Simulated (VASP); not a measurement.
# Nb3In under strain, part 3 of 4

How does the pressure of Nb3In answer to a change of volume? The bands are shown for each cell. All runs use LDA. Left out of this account: 1 further run (self-consistent run: a reference on another mesh). The start is a cell from a database of measured crystal structures.

VASP 6.6.1; LDA; plane waves and PAW (Nb_sv, In_d).

Still holding for the runs below: Spin-orbit coupling is off here; with elements this heavy it splits and shifts levels by tenths of an eV or more.

So far, pressure (GPa): step 2 (bands, cell as listed) -7.89; step 3 (cell volume +4.0 %) -13.1; step 4 (cell volume +8.0 %) -17.2.

## 5. Bands, sheared, principal strains -1.4, -0.1, +1.5 %

The cell is sheared at fixed volume, which lowers its symmetry.

Input file INCAR:

```
SYSTEM = Nb3In
PREC = Accurate
ENCUT = 400
EDIFF = 1E-06
NELM = 100
ISMEAR = -1
SIGMA = 0.05
LREAL = .FALSE.
ALGO = Normal
GGA = CA
NBANDS = 76
LASPH = .TRUE.
LORBIT = 11
LWAVE = .FALSE.
LCHARG = .FALSE.
KPAR = 8
```

Input file POSCAR:

```
Nb3In
1.0
    5.3073700000     -0.0582100000     -0.0119570000
   -0.0582100000      5.3278300000     -0.0372720000
   -0.0119570000     -0.0372720000      5.2748620000
Nb In
6 2
Direct
    0.2500000000      0.0000000000      0.5000000000
    0.5000000000      0.7500000000      0.0000000000
    0.7500000000      0.0000000000      0.5000000000
    0.5000000000      0.2500000000      0.0000000000
    0.0000000000      0.5000000000      0.7500000000
    0.0000000000      0.5000000000      0.2500000000
    0.0000000000      0.0000000000      0.0000000000
    0.5000000000      0.5000000000      0.5000000000
```

Input file KPOINTS:

```
Automatic mesh
0
Gamma
6 6 6
0 0 0
```

Input file KPOINTS_OPT:

```
Line mode
12
Line-mode
Reciprocal
 -0.50000000   0.00000000   0.00000000 X
  0.00000000   0.00000000   0.00000000 GAMMA

  0.00000000   0.00000000   0.00000000 GAMMA
  0.00000000   0.00000000   0.50000000 Y

 -0.50000000   0.00000000   0.50000000 L
  0.00000000   0.00000000   0.00000000 GAMMA

  0.00000000   0.00000000   0.00000000 GAMMA
  0.00000000   0.50000000  -0.50000000 Z

 -0.50000000   0.50000000  -0.50000000 N
  0.00000000   0.00000000   0.00000000 GAMMA

  0.00000000   0.00000000   0.00000000 GAMMA
  0.00000000   0.50000000   0.00000000 M

 -0.50000000   0.50000000   0.00000000 R
  0.00000000   0.00000000   0.00000000 GAMMA
```

PAW data sets: Nb_sv and In_d (LDA family, release 64).

Started as:

```
> mpirun -np 8 vasp_std
```

The program printed:

```text
[... set-up lines as in an earlier step ...]
 entering main loop
       N       E                     dE             d eps       ncg     rms          rms(c)
DAV:   1     0.147172589958E+04    0.14717E+04   -0.41453E+04 17068   0.142E+03
DAV:   2     0.127543077095E+03   -0.13442E+04   -0.12973E+04 17200   0.582E+02
DAV:   3    -0.542042730669E+02   -0.18175E+03   -0.17084E+03 23512   0.189E+02
DAV:   4    -0.756939711885E+02   -0.21490E+02   -0.20715E+02 26120   0.604E+01
DAV:   5    -0.774034033197E+02   -0.17094E+01   -0.16906E+01 32024   0.145E+01    0.189E+01
DAV:   6    -0.743564396488E+02    0.30470E+01   -0.67141E+00 24044   0.130E+01    0.597E+00
DAV:   7    -0.740341448333E+02    0.32229E+00   -0.16988E+00 27448   0.585E+00    0.254E+00
DAV:   8    -0.740283134132E+02    0.58314E-02   -0.13033E-01 26976   0.188E+00    0.124E+00
DAV:   9    -0.740279300728E+02    0.38334E-03   -0.96418E-02 25320   0.170E+00    0.633E-01
DAV:  10    -0.740190341671E+02    0.88959E-02   -0.26288E-02 25256   0.977E-01    0.148E-01
DAV:  11    -0.740192936071E+02   -0.25944E-03   -0.29780E-03 27472   0.279E-01    0.622E-02
DAV:  12    -0.740192849805E+02    0.86266E-05   -0.20310E-04 27736   0.812E-02    0.359E-02
DAV:  13    -0.740192802402E+02    0.47404E-05   -0.33455E-05 27216   0.351E-02    0.154E-02
DAV:  14    -0.740192799623E+02    0.27787E-06   -0.74001E-06 22952   0.171E-02
   1 F= -.74019280E+02 E0= -.73962480E+02  d E =-.113601E+00
 Start KPOINTS_OPT (optional k-point list driver)
k-point batch [1-84\84]
       N       E                     dE             ncg
DAV:   1     0.547863582402E+05   -0.43444E+05    12844
DAV:   2    -0.594410038045E+05   -0.11423E+06    12816
DAV:   3    -0.750192971948E+05   -0.15578E+05    17624
DAV:   4    -0.768667997367E+05   -0.18475E+04    19752
DAV:   5    -0.769989344309E+05   -0.13213E+03    23968
DAV:   6    -0.770058046023E+05   -0.68702E+01    21292
DAV:   7    -0.770061981259E+05   -0.39352E+00    23064
DAV:   8    -0.770062205635E+05   -0.22438E-01    20628
DAV:   9    -0.770062218260E+05   -0.12625E-02    17800
DAV:  10    -0.770062219073E+05   -0.81280E-04    15332
DAV:  11    -0.770062219133E+05   -0.59749E-05    12080
DAV:  12    -0.770062219147E+05   -0.13813E-05    10420
DAV:  13    -0.770062219153E+05   -0.61878E-06     9456
```

It took 2.7 min on 8 MPI ranks of Intel Xeon 6975P-C (Granite Rapids), shared host; peak memory 8.2 GiB.

Parts of OUTCAR (step 5):

```text
   k-points           NKPTS =    112   k-points in BZ     NKDIM =    112   number of bands    NBANDS=     76

   ENCUT  =  400.0 eV  29.40 Ry    5.42 a.u.   8.66  8.69  8.60*2*pi/ulx,y,z

   NELECT =     104.0000    total number of electrons

 E-fermi :  10.7597

 k-point     1 :       0.0000    0.0000    0.0000
  band No.  band energies     occupation
    ...
     50      10.3378      1.99957
     51      10.3628      1.99929
     52      10.4058      1.99831
     53      10.6851      1.63280
     54      10.7048      1.49931
     55      12.9932      0.00000
     56      13.0865      0.00000
     57      13.1198      0.00000
     58      14.0915      0.00000
     59      14.1439      0.00000
    ...

  Total       -7.4281731     -8.0044343     -6.4757927      1.0503655      0.6721478      0.1942611
  in kB      -79.8045511    -85.9956103    -69.5726548     11.2845978      7.2212170      2.0870431
  external PRESSURE =     -78.4576054 kB  Pullay stress =       0.0000000 kB

 POSITION                                       TOTAL-FORCE (eV/Angst)
 -----------------------------------------------------------------------------------
      1.32086     -0.03319      2.63444         0.088113     -0.138657      0.034782
      2.61003      3.96677     -0.03393        -0.146466      0.054940      0.102080
      3.97455     -0.06229      2.62846        -0.088113      0.138657     -0.034782
      2.63913      1.30285     -0.01530         0.146466     -0.054940     -0.102080
     -0.03807      2.63596      3.93751         0.032192     -0.089119      0.033214
     -0.03209      2.65460      1.30008        -0.032192      0.089119     -0.033214
      0.00000      0.00000      0.00000        -0.000000     -0.000000      0.000000
      2.61860      2.61617      2.61282        -0.000000     -0.000000      0.000000
 -----------------------------------------------------------------------------------
    total drift:                                0.000000      0.000000     -0.000000

  FREE ENERGIE OF THE ION-ELECTRON SYSTEM (eV)
  ---------------------------------------------------
  free  energy   TOTEN  =       -74.0192799623 eV

  energy  without entropy=      -73.9056792213  energy(sigma->0) =      -73.96247959

[... 1 part as in an earlier step ...]

[... 14 further parts left out ...]
```

The path and its labels are those of the sheared lattice, so a letter need not mean the same point as in the unstrained cell.

Numbers from this step:

| Item | Value |
| --- | --- |
| SCF cycles | 14 |
| irreducible k-points | 112 |
| symmetry operations | 2 |
| free energy (TOTEN) | -74.0193 eV |
| energy at zero smearing | -73.9625 eV |
| Fermi energy | 10.76 eV |
| pressure | -7.846 GPa |

The electronic bands at the labelled points (eV, zero at the Fermi level; # counts the bands kept, so #1 is VASP's band 35):

```tsv
point	#16	#17	#18	#19	#20	#21	#22	#23
X	-0.76	-0.70	-0.69	-0.30	-0.28	1.53	1.57	2.17
0.45 of the way	-0.46	-0.32	-0.26	0.04	0.07	1.77	2.15	2.21
Γ	-0.42	-0.40	-0.35	-0.07	-0.05	2.23	2.33	2.36
0.55 of the way	-0.48	-0.28	-0.25	0.04	0.05	1.81	2.12	2.21
Y	-0.78	-0.69	-0.69	-0.26	-0.25	1.54	1.56	2.16
jump to L	0.17	0.28	0.30	0.60	0.70	0.74	0.75	0.85
0.45 of the way	-0.31	-0.28	-0.14	-0.10	0.24	1.34	1.62	2.04
Γ	-0.42	-0.40	-0.35	-0.07	-0.05	2.23	2.33	2.36
0.45 of the way	-0.34	-0.26	-0.20	-0.03	0.20	1.56	1.83	2.22
Z	0.18	0.24	0.29	0.62	0.72	0.73	0.75	0.86
jump to N	0.18	0.19	0.19	0.23	0.24	0.26	0.26	0.28
0.45 of the way	-0.34	-0.34	-0.13	-0.11	-0.08	0.90	0.99	2.10
Γ	-0.42	-0.40	-0.35	-0.07	-0.05	2.23	2.33	2.36
0.45 of the way	-0.43	-0.30	-0.26	0.03	0.08	1.93	2.21	2.22
M	-0.75	-0.72	-0.72	-0.31	-0.30	1.54	1.57	2.18
jump to R	0.17	0.21	0.27	0.67	0.71	0.73	0.75	0.88
0.55 of the way	-0.31	-0.25	-0.20	-0.04	0.19	1.52	1.85	2.21
Γ	-0.42	-0.40	-0.35	-0.07	-0.05	2.23	2.33	2.36
```

Of the projections kept (Nb, In), the largest for each band there; the rest of the weight can lie on other orbitals:

```tsv
point	#16	#17	#18	#19	#20	#21	#22	#23
X	Nb 0.95	Nb 0.96	Nb 0.89	Nb 0.95	Nb 0.96	Nb 0.96	Nb 0.97	Nb 0.99
Γ	Nb 0.95	Nb 0.96	Nb 0.96	Nb 0.99	Nb 0.99	Nb 1.00	Nb 1.00	Nb 1.00
Y	Nb 0.93	Nb 0.94	Nb 0.91	Nb 0.95	Nb 0.95	Nb 0.97	Nb 0.97	Nb 0.98
L	Nb 1.00	Nb 0.94	Nb 0.94	Nb 0.71	Nb 0.96	Nb 0.96	Nb 0.96	Nb 0.97
Γ	Nb 0.95	Nb 0.96	Nb 0.96	Nb 0.99	Nb 0.99	Nb 1.00	Nb 1.00	Nb 1.00
Z	Nb 1.00	Nb 0.94	Nb 0.94	Nb 0.71	Nb 0.96	Nb 0.96	Nb 0.96	Nb 0.97
```

Force by atom:

```tsv
atom	x (eV/Å)	y (eV/Å)	z (eV/Å)	size
Nb1	0.088	-0.139	0.035	0.168
Nb2	-0.146	0.055	0.102	0.187
Nb3	-0.088	0.139	-0.035	0.168
Nb4	0.146	-0.055	-0.102	0.187
Nb5	0.032	-0.089	0.033	0.100
Nb6	-0.032	0.089	-0.033	0.100
In7	0.000	0.000	0.000	0.000
In8	0.000	0.000	0.000	0.000
```

 The pressure is -7.85 GPa, and the symmetry operations fall from 48 to 2.

## 6. Bands, volume times 0.96

The cell is compressed evenly, with fractional positions held.

INCAR is that of step 5.

POSCAR, as its differences from that of step 5:

```diff
@@ -2,5 +2,5 @@
 1.0
-    5.3073700000     -0.0582100000     -0.0119570000
-   -0.0582100000      5.3278300000     -0.0372720000
-   -0.0119570000     -0.0372720000      5.2748620000
+    5.2313290521      0.0000000000      0.0000000000
+    0.0000000000      5.2313290521      0.0000000000
+    0.0000000000      0.0000000000      5.2313290521
 Nb In
```

KPOINTS is that of step 5.

Input file KPOINTS_OPT:

```
Line mode
12
Line-mode
Reciprocal
  0.00000000   0.00000000   0.00000000 GAMMA
  0.00000000   0.50000000   0.00000000 X

  0.00000000   0.50000000   0.00000000 X
  0.50000000   0.50000000   0.00000000 M

  0.50000000   0.50000000   0.00000000 M
  0.00000000   0.00000000   0.00000000 GAMMA

  0.00000000   0.00000000   0.00000000 GAMMA
  0.50000000   0.50000000   0.50000000 R

  0.50000000   0.50000000   0.50000000 R
  0.00000000   0.50000000   0.00000000 X

  0.50000000   0.50000000   0.00000000 M
  0.50000000   0.50000000   0.50000000 R
```

Started as:

```
> mpirun -np 8 vasp_std
```

The program printed:

```text
[... set-up lines as in an earlier step ...]
 entering main loop
       N       E                     dE             d eps       ncg     rms          rms(c)
DAV:   1     0.149006201226E+04    0.14901E+04   -0.41579E+04  3080   0.143E+03
DAV:   2     0.132359330036E+03   -0.13577E+04   -0.13098E+04  3064   0.591E+02
DAV:   3    -0.538712108741E+02   -0.18623E+03   -0.17516E+03  4220   0.192E+02
DAV:   4    -0.756798188758E+02   -0.21809E+02   -0.21059E+02  4736   0.617E+01
DAV:   5    -0.773523957578E+02   -0.16726E+01   -0.16536E+01  5688   0.143E+01    0.201E+01
DAV:   6    -0.745257828646E+02    0.28266E+01   -0.62391E+00  4368   0.129E+01    0.645E+00
DAV:   7    -0.742057833107E+02    0.32000E+00   -0.16421E+00  4984   0.591E+00    0.256E+00
DAV:   8    -0.741938230992E+02    0.11960E-01   -0.10867E-01  4808   0.160E+00    0.884E-01
DAV:   9    -0.741939136231E+02   -0.90524E-04   -0.16214E-02  5128   0.727E-01    0.235E-01
DAV:  10    -0.741939645551E+02   -0.50932E-04   -0.12664E-03  4592   0.168E-01    0.485E-02
DAV:  11    -0.741939482819E+02    0.16273E-04   -0.15372E-04  4944   0.722E-02    0.275E-02
DAV:  12    -0.741939459041E+02    0.23778E-05   -0.12120E-05  4232   0.160E-02    0.838E-03
DAV:  13    -0.741939456466E+02    0.25742E-06   -0.11434E-06  2640   0.626E-03
   1 F= -.74193946E+02 E0= -.74138136E+02  d E =-.111620E+00
 Start KPOINTS_OPT (optional k-point list driver)
k-point batch [1-20\72]
       N       E                     dE             ncg
DAV:   1     0.130920956265E+05   -0.11962E+05     3044
DAV:   2    -0.144420125883E+05   -0.27534E+05     3056
DAV:   3    -0.182169710881E+05   -0.37750E+04     4188
DAV:   4    -0.186604228238E+05   -0.44345E+03     4648
DAV:   5    -0.186927898970E+05   -0.32367E+02     5808
DAV:   6    -0.186941627566E+05   -0.13729E+01     4984
DAV:   7    -0.186942679552E+05   -0.10520E+00     5608
DAV:   8    -0.186942745511E+05   -0.65959E-02     4856
DAV:   9    -0.186942751349E+05   -0.58380E-03     4320
DAV:  10    -0.186942751942E+05   -0.59282E-04     3552
DAV:  11    -0.186942752003E+05   -0.61171E-05     2808
DAV:  12    -0.186942752013E+05   -0.95310E-06     2520
[...]
k-point batch [61-72\72]
       N       E                     dE             ncg
DAV:   1     0.230018558470E+05   -0.22396E+05     1832
DAV:   2     0.657421221089E+04   -0.16428E+05     1832
DAV:   3     0.433965196921E+04   -0.22346E+04     2572
DAV:   4     0.407055612057E+04   -0.26910E+03     2872
DAV:   5     0.405261883837E+04   -0.17937E+02     3416
DAV:   6     0.405185491293E+04   -0.76393E+00     2984
DAV:   7     0.405181164445E+04   -0.43268E-01     3224
DAV:   8     0.405180902179E+04   -0.26227E-02     2944
DAV:   9     0.405180886505E+04   -0.15674E-03     2440
DAV:  10     0.405180884956E+04   -0.15494E-04     2064
DAV:  11     0.405180884831E+04   -0.12495E-05     1600
DAV:  12     0.405180884805E+04   -0.25685E-06     1328
```

The job ended after 80 s (8 MPI ranks; peak memory 2.8 GiB).

Parts of OUTCAR (step 6):

```text
   ENCUT  =  400.0 eV  29.40 Ry    5.42 a.u.   8.53  8.53  8.53*2*pi/ulx,y,z

   NELECT =     104.0000    total number of electrons

 E-fermi :  11.3419

 k-point     1 :       0.0000    0.0000    0.0000
  band No.  band energies     occupation
    ...
     50      10.9262      1.99951
     51      10.9262      1.99951
     52      10.9262      1.99951
     53      11.2679      1.62920
     54      11.2679      1.62920
     55      13.7583      0.00000
     56      13.7583      0.00000
     57      13.7583      0.00000
     58      14.8807      0.00000
     59      14.8807      0.00000
    ...

  Total       -1.2947892     -1.2947892     -1.2947892      0.0000000     -0.0000000     -0.0000000
  in kB      -14.4901720    -14.4901720    -14.4901720      0.0000000     -0.0000000     -0.0000000
  external PRESSURE =     -14.4901720 kB  Pullay stress =       0.0000000 kB

 POSITION                                       TOTAL-FORCE (eV/Angst)
 -----------------------------------------------------------------------------------
      1.30783      0.00000      2.61566        -0.000000      0.000000      0.000000
      2.61566      3.92350      0.00000         0.000000     -0.000000      0.000000
      3.92350      0.00000      2.61566         0.000000     -0.000000     -0.000000
      2.61566      1.30783      0.00000        -0.000000      0.000000     -0.000000
      0.00000      2.61566      3.92350         0.000000     -0.000000      0.000000
      0.00000      2.61566      1.30783        -0.000000      0.000000     -0.000000
      0.00000      0.00000      0.00000         0.000000      0.000000      0.000000
      2.61566      2.61566      2.61566         0.000000      0.000000      0.000000
 -----------------------------------------------------------------------------------
    total drift:                                0.000000      0.000000     -0.000000

  FREE ENERGIE OF THE ION-ELECTRON SYSTEM (eV)
  ---------------------------------------------------
  free  energy   TOTEN  =       -74.1939456466 eV

  energy  without entropy=      -74.0823260610  energy(sigma->0) =      -74.13813585

[... 5 parts as in an earlier step ...]

[... 11 further parts left out ...]
```

Numbers from this step:

```
SCF cycles              : 13
irreducible k-points    : 20
symmetry operations     : 48
free energy (TOTEN)     : -74.1939 eV
energy at zero smearing : -74.1381 eV
Fermi energy            : 11.34 eV
pressure                : -1.449 GPa
```

Electronic bands along the path, in eV, zero at the Fermi level; # counts the bands kept, so #1 is VASP's band 35:

```tsv
point	#15	#16	#17	#18	#19	#20	#21	#22
Γ	-1.46	-0.42	-0.42	-0.42	-0.07	-0.07	2.42	2.42
0.45 of the way	-1.28	-0.47	-0.27	-0.27	0.04	0.05	2.08	2.30
X	-0.79	-0.79	-0.79	-0.79	-0.27	-0.27	1.65	1.65
0.55 of the way	-0.37	-0.33	-0.30	-0.20	0.14	0.14	1.30	1.38
M	0.12	0.12	0.31	0.31	0.69	0.73	0.79	0.79
0.45 of the way	-1.09	-0.34	-0.29	-0.19	-0.10	0.27	1.40	1.70
Γ	-1.46	-0.42	-0.42	-0.42	-0.07	-0.07	2.42	2.42
0.45 of the way	-1.05	-0.24	-0.23	-0.23	-0.05	-0.05	1.34	1.34
R	0.21	0.21	0.21	0.21	0.28	0.28	0.28	0.28
0.55 of the way	-0.52	-0.52	-0.19	-0.19	0.17	0.17	0.88	0.88
X	-0.79	-0.79	-0.79	-0.79	-0.27	-0.27	1.65	1.65
jump to M	0.12	0.12	0.31	0.31	0.69	0.73	0.79	0.79
0.45 of the way	-0.26	0.02	0.02	0.28	0.30	0.30	0.67	0.79
R	0.21	0.21	0.21	0.21	0.28	0.28	0.28	0.28
```

Of the projections kept (Nb, In), the largest for each band there; the rest of the weight can lie on other orbitals:

```tsv
point	#15	#16	#17	#18	#19	#20	#21	#22
Γ	Nb 1.00	Nb 0.95	Nb 0.95	Nb 0.95	Nb 0.99	Nb 0.99	Nb 1.00	Nb 1.00
X	Nb 0.97	Nb 0.97	Nb 0.84	Nb 0.84	Nb 0.95	Nb 0.95	Nb 0.96	Nb 0.96
M	Nb 1.00	Nb 1.00	Nb 0.93	Nb 0.93	Nb 0.71	Nb 0.95	Nb 0.96	Nb 0.96
Γ	Nb 1.00	Nb 0.95	Nb 0.95	Nb 0.95	Nb 0.99	Nb 0.99	Nb 1.00	Nb 1.00
R	Nb 0.94	Nb 0.94	Nb 0.94	Nb 0.94	Nb 0.94	Nb 0.94	Nb 0.94	Nb 0.94
X	Nb 0.97	Nb 0.97	Nb 0.84	Nb 0.84	Nb 0.95	Nb 0.95	Nb 0.96	Nb 0.96
```

 The pressure is -1.45 GPa.

For the pressure, step 2 gave -7.89 GPa; this run, with cell volume -4.0 %, gives -1.45 GPa.

[end of part 3 of 4]

[Lines on the potential files, build, host, timing and source positions are cut from VASP's logs without a mark.]

[Logs are printed without paths, hosts, clocks, repeated set-up lines and the standing remarks that a program may print on its own settings, such as how far it seeks lower states.]

[Hosts, paths, dates, database ids (printed as entryN), source tags and the programs' standing remarks are cut or masked in the printed files.]

[A measured line is paired with the nearest computed mode of its activity, which favours agreement.]
